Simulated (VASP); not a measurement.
OSZICAR of a VASP run on TaAl (relaxed from the rock salt structure, space group Fm-3m):

File OSZICAR:
```
       N       E                     dE             d eps       ncg     rms          rms(c)
DAV:   1     0.488656328973E+02    0.48866E+02   -0.66186E+03  1256   0.946E+02
DAV:   2    -0.148489198805E+02   -0.63715E+02   -0.61683E+02  1409   0.227E+02
DAV:   3    -0.165006503653E+02   -0.16517E+01   -0.15934E+01  1545   0.326E+01
DAV:   4    -0.165252955279E+02   -0.24645E-01   -0.24576E-01  1459   0.373E+00
DAV:   5    -0.165256316583E+02   -0.33613E-03   -0.33600E-03  1538   0.452E-01    0.128E+01
DAV:   6    -0.156248910994E+02    0.90074E+00   -0.23356E+00  1398   0.123E+01    0.478E+00
DAV:   7    -0.155645340193E+02    0.60357E-01   -0.27123E-01  1477   0.397E+00    0.128E+00
DAV:   8    -0.155593367911E+02    0.51972E-02   -0.12691E-02  1384   0.977E-01    0.325E-01
DAV:   9    -0.155591396696E+02    0.19712E-03   -0.12716E-03  1399   0.306E-01    0.118E-01
DAV:  10    -0.155591247286E+02    0.14941E-04   -0.11427E-04  1427   0.908E-02    0.103E-02
DAV:  11    -0.155591248063E+02   -0.77679E-07   -0.22533E-06  1352   0.155E-02
   1 F= -.15559125E+02 E0= -.15559094E+02  d E =-.155591E+02
       N       E                     dE             d eps       ncg     rms          rms(c)
DAV:   1    -0.155595110452E+02   -0.38632E-03   -0.10432E-02  1277   0.128E+00    0.149E-01
DAV:   2    -0.155591522842E+02    0.35876E-03   -0.91272E-04  1277   0.286E-01    0.371E-02
DAV:   3    -0.155591216591E+02    0.30625E-04   -0.82948E-05  1422   0.917E-02    0.169E-02
DAV:   4    -0.155591170544E+02    0.46047E-05   -0.12189E-05  1355   0.301E-02    0.377E-03
DAV:   5    -0.155591168010E+02    0.25346E-06   -0.46865E-07   715   0.735E-03
   2 F= -.15559117E+02 E0= -.15559092E+02  d E =0.800533E-05
       N       E                     dE             d eps       ncg     rms          rms(c)
DAV:   1    -0.155592493960E+02   -0.13234E-03   -0.29893E-03  1274   0.683E-01    0.800E-02
DAV:   2    -0.155591464400E+02    0.10296E-03   -0.25935E-04  1268   0.153E-01    0.201E-02
DAV:   3    -0.155591379876E+02    0.84524E-05   -0.24185E-05  1422   0.495E-02    0.906E-03
DAV:   4    -0.155591373902E+02    0.59741E-06   -0.35158E-06  1306   0.161E-02
   3 F= -.15559137E+02 E0= -.15559110E+02  d E =-.125839E-04
```

Which electronic solver shows in the log?

It is blocked Davidson (ALGO = Normal, or the opening steps of other solvers). The INCAR had ALGO = Normal.

Can the final energy be trusted as converged?

Self-consistency was reached. It stopped with EDIFF = 1E-6, NELM = 100, NSW = 60 and EDIFFG = -0.01 after 3 ionic steps (PBEsol GGA, plane waves, VASP's PBE PAW potentials (set 64)).

The structure was generated: TaAl was put into the rock salt type (Fm-3m), which need not be its known phase. This run relaxes it. Symmetry was kept, so distortions that lower it aren't found. The start is the result of an earlier pass.
